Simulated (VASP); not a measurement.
Level of theory: PBE GGA with D4 dispersion, VASP's PBE PAW potentials (set 64) (plane waves; VASP).

The input files of a VASP run:

### INCAR
```
SYSTEM = CeO2
PREC = Accurate
ENCUT = 520
EDIFF = 1E-7
NELM = 100
ALGO = Normal
LREAL = .FALSE.
LASPH = .TRUE.
ISMEAR = -5
GGA = PE
IVDW = 13
LMAXMIX = 6
LWAVE = .FALSE.
LCHARG = .TRUE.
LORBIT = 11
NEDOS = 601
ISIF = 2
LEFG = .TRUE.
```

### KPOINTS
```
Automatic mesh
0
Gamma
8 8 8
0 0 0
```

**POSCAR**
```
CeO2
5.4298040
  0.0000000000   0.4999999975   0.4999999975
  0.4999999975   0.0000000000   0.4999999975
  0.4999999975   0.4999999975   0.0000000000
Ce O
1 2
Cartesian
  0.0000000000   0.0000000000   0.0000000000
  0.2499999987   0.2499999987   0.2499999987
  0.7499999962   0.7499999962   0.7499999962
```

POTCAR, in this order: Ce O (PBE.64 set). Program: vasp_std.

The run wrote:

File OSZICAR:
```
       N       E                     dE             d eps       ncg     rms          rms(c)
DAV:   1     0.229493101544E+03    0.22949E+03   -0.11713E+04   936   0.201E+03
DAV:   2     0.163496511318E+02   -0.21314E+03   -0.20541E+03  1336   0.311E+02
DAV:   3    -0.297755632796E+02   -0.46125E+02   -0.44295E+02  1240   0.147E+02
DAV:   4    -0.317202011275E+02   -0.19446E+01   -0.19445E+01  1376   0.356E+01
DAV:   5    -0.318051645854E+02   -0.84963E-01   -0.84957E-01  1528   0.708E+00    0.305E+01
DAV:   6    -0.295263692656E+02    0.22788E+01   -0.93394E+01  1376   0.596E+01    0.260E+01
DAV:   7    -0.282535684912E+02    0.12728E+01   -0.18811E+02  1408   0.131E+02    0.215E+01
DAV:   8    -0.275355174505E+02    0.71805E+00   -0.35244E+00  1112   0.207E+01    0.142E+01
DAV:   9    -0.262766096747E+02    0.12589E+01   -0.69982E+00  1392   0.220E+01    0.175E+00
DAV:  10    -0.262557962743E+02    0.20813E-01   -0.24458E-01  1656   0.418E+00    0.125E+00
DAV:  11    -0.262402404615E+02    0.15556E-01   -0.40175E-02  1344   0.191E+00    0.122E+00
DAV:  12    -0.262224782537E+02    0.17762E-01   -0.97855E-02  1048   0.216E+00    0.832E-01
DAV:  13    -0.262249886495E+02   -0.25104E-02   -0.12086E-01  1640   0.342E+00    0.104E+00
DAV:  14    -0.262208346726E+02    0.41540E-02   -0.30333E-02  1240   0.170E+00    0.240E-01
DAV:  15    -0.262210503034E+02   -0.21563E-03   -0.11407E-03  1248   0.315E-01    0.218E-01
DAV:  16    -0.262209039700E+02    0.14633E-03   -0.79726E-04  1168   0.257E-01    0.126E-01
DAV:  17    -0.262208604210E+02    0.43549E-04   -0.28917E-04  1544   0.133E-01    0.401E-02
DAV:  18    -0.262208537112E+02    0.67098E-05   -0.38328E-05  1488   0.578E-02    0.138E-02
DAV:  19    -0.262208524529E+02    0.12582E-05   -0.35890E-06  1384   0.176E-02    0.326E-03
DAV:  20    -0.262208523351E+02    0.11784E-06   -0.13886E-06  1368   0.104E-02    0.196E-03
DAV:  21    -0.262208522886E+02    0.46479E-07   -0.52914E-08   688   0.254E-03
   1 F= -.26982315E+02 E0= -.26982315E+02  d E =0.000000E+00
```

OUTCAR:
```
------------------------ aborting loop because EDIFF is reached ----------------------------------------
  Edisp (eV):   -0.76146
  FORCE on cell =-STRESS in cart. coord.  units (eV):
  Direction    XX          YY          ZZ          XY          YZ          ZX
  --------------------------------------------------------------------------------------
  Total      -0.00417    -0.00417    -0.00417     0.00000     0.00000    -0.00000
  in kB      -0.16691    -0.16691    -0.16691     0.00000     0.00000    -0.00000
  external pressure =       -0.17 kB  Pullay stress =        0.00 kB
  volume of cell :       40.02
      direct lattice vectors                 reciprocal lattice vectors
     0.000000000  2.714901986  2.714901986    -0.184168711  0.184168711  0.184168711
     2.714901986  0.000000000  2.714901986     0.184168711 -0.184168711  0.184168711
     2.714901986  2.714901986  0.000000000     0.184168711  0.184168711 -0.184168711
 POSITION                                       TOTAL-FORCE (eV/Angst)
 -----------------------------------------------------------------------------------
      0.00000      0.00000      0.00000        -0.000000     -0.000000     -0.000000
      1.35745      1.35745      1.35745         0.000000     -0.000000     -0.000000
      4.07235      4.07235      4.07235        -0.000000      0.000000      0.000000
 -----------------------------------------------------------------------------------
    total drift:                                0.000000     -0.000000      0.000000
  FREE ENERGIE OF THE ION-ELECTRON SYSTEM (eV)
  ---------------------------------------------------
  free  energy   TOTEN  =       -26.9823145793 eV

  energy  without entropy=      -26.9823145793  energy(sigma->0) =      -26.98231458

 total charge

# of ion       s       p       d       f       tot
--------------------------------------------------
    1        2.021   5.808   0.881   0.958   9.669
    2        1.577   3.438   0.000   0.000   5.015
    3        1.577   3.438   0.000   0.000   5.015
--------------------------------------------------
tot          5.174  12.685   0.881   0.958  19.699

 Electric field gradients after diagonalization (V/A^2)
 (convention: |V_zz| > |V_xx| > |V_yy|)
----------------------------------------------------------------------
 ion       V_xx      V_yy      V_zz     asymmetry (V_yy - V_xx)/ V_zz
----------------------------------------------------------------------
   1      -0.000    -0.000     0.000       0.000
   2       0.002     0.002    -0.004       0.000
   3       0.002     0.002    -0.004       0.000
```
(Selected blocks of OUTCAR.)

### OUTCAR
```
 val. band max:        5.2377481507   @ k =  -0.2500   0.2500   0.0000

 cond. band min:       7.1588399250   @ k =   0.5000   0.0000   0.0000


 Fermi energy:         5.2450809031

 k-point     1 :       0.0000    0.0000    0.0000
  band No.  band energies     occupation
      1     -27.2010      2.00000
      2     -11.0733      2.00000
      3     -10.1260      2.00000
      4      -9.3586      2.00000
      5      -9.3586      2.00000
      6      -9.3586      2.00000
      7       1.4219      2.00000
      8       1.4219      2.00000
      9       1.4219      2.00000
     10       4.6350      2.00000
     11       4.6350      2.00000
     12       4.6350      2.00000
     13       7.4782      0.00000
     14       7.4782      0.00000
     15       7.4782      0.00000
     16       7.7211      0.00000

 k-point     2 :       0.1250    0.0000    0.0000
  band No.  band energies     occupation
      1     -27.1724      2.00000
      2     -11.5900      2.00000
      3     -10.2473      2.00000
      4      -9.3946      2.00000
      5      -9.3946      2.00000
      6      -8.8173      2.00000
      7       1.5643      2.00000
      8       1.5643      2.00000
      9       1.8091      2.00000
     10       4.4963      2.00000
     11       4.5792      2.00000
     12       4.5792      2.00000
     13       7.4637      0.00000
     14       7.4637      0.00000
     15       7.4796      0.00000
     16       7.7410      0.00000

 k-point     3 :       0.2500    0.0000    0.0000
  band No.  band energies     occupation
      1     -27.1020      2.00000
      2     -12.3746      2.00000
      3     -10.5492      2.00000
      4      -9.4793      2.00000
      5      -9.4793      2.00000
      6      -7.9251      2.00000
      7       1.8955      2.00000
      8       1.8955      2.00000
      9       2.7203      2.00000
     10       4.2470      2.00000
     11       4.4744      2.00000
     12       4.4744      2.00000
     13       7.4141      0.00000
...
```

The compound is CeO2 in the fluorite structure. It was relaxed first. The run is not spin-polarised, so no magnetic state was tried.
